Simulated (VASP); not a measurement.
CuF (relaxed from the wurtzite structure, space group P6_3mc) relaxed at rising pressure, in one space group throughout; other phases were not tried. The pressures are those reached. Computed with PBEsol GGA, VASP's PBE PAW potentials (set 64) (plane waves; VASP 6.6.1).

```csv
P (GPa),V (Å³/atom),k-mesh
-0.03,11.093,9×9×4
5.04,10.491,9×9×4
10.19,10.048,10×10×4
20.08,9.433,10×10×4
29.90,8.989,10×10×4
```

A change of mesh leaves a small step in the series.

**Question.** Fit an equation of state and predict the volume at 45.05 GPa.

**Answer.** Least squares on the third-order Birch-Murnaghan form, P = (3B0/2)(y⁷ − y⁵)[1 + (3/4)(B′ − 4)(y² − 1)] with y = (V0/V)^(1/3), gives V0 = 11.087 Å³/atom, B0 = 78 GPa and B′ = 5.8, and so 8.483 Å³/atom. The run gave 8.481 Å³/atom, -0.0 % from the fit.

Pressures at which the relaxation failed are left out.

The structure was generated: CuF was put into the wurtzite type (P6_3mc), which need not be its known phase.
